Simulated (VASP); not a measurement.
Input of a VASP 6.6.1 run:

The input POSCAR:

```
BiB
1.0
    0.0000000000      2.6268329169      2.6268329169
    2.6268329169      0.0000000000      2.6268329169
    2.6268329169      2.6268329169      0.0000000000
B Bi
1 1
Direct
    0.0000000000      0.0000000000      0.0000000000
    0.5000000000      0.5000000000      0.5000000000
```

INCAR.step1

```
PREC = Accurate
ENCUT = 520
EDIFF = 1E-5
ISMEAR = -1
SIGMA = 0.02
LREAL = False
LASPH = True
NELM = 60
ALGO = Normal
ISIF = 2
LWAVE = True
GGA = PE
NBANDS = 16
```

File INCAR.step2:

```
PREC = Accurate
ENCUT = 520
EDIFF = 1E-6
ISMEAR = -1
SIGMA = 0.02
LREAL = False
LASPH = True
NELM = 60
ALGO = Normal
ISIF = 2
LWAVE = False
LCHARG = True
GGA = PE
LHFCALC = True
HFSCREEN = 0.2079
PRECFOCK = Normal
LELF = True
LVHAR = True
ISTART = 1
NBANDS = 16
```

KPOINTS

```
Automatic mesh
0
Gamma
  4 4 4
```

Potentials or basis: VASP PAW PBE potentials, release 64 (B, Bi_d).

Run with:

```sh
$ cat potpaw_PBE.64/B/POTCAR potpaw_PBE.64/Bi_d/POTCAR > POTCAR
$ cp INCAR.step1 INCAR
$ mpirun -np 1 vasp_std > vasp.out
$ cp INCAR.step2 INCAR
$ mpirun -np 1 vasp_std > vasp.out
```

Task: What does it give for the band gap on the k mesh?

Result: None (metal or under the smearing width).

Task: Predict the pressure.

Result: 0.7 GPa.

Caveat: the k mesh is coarse (spacing up to 0.52 Å⁻¹), so the values aren't converged, least of all with exact exchange; the PAW data sets were made with another functional, which shifts forces and pressure a little; spin-orbit coupling is left out, which moves the levels of the heavy elements.
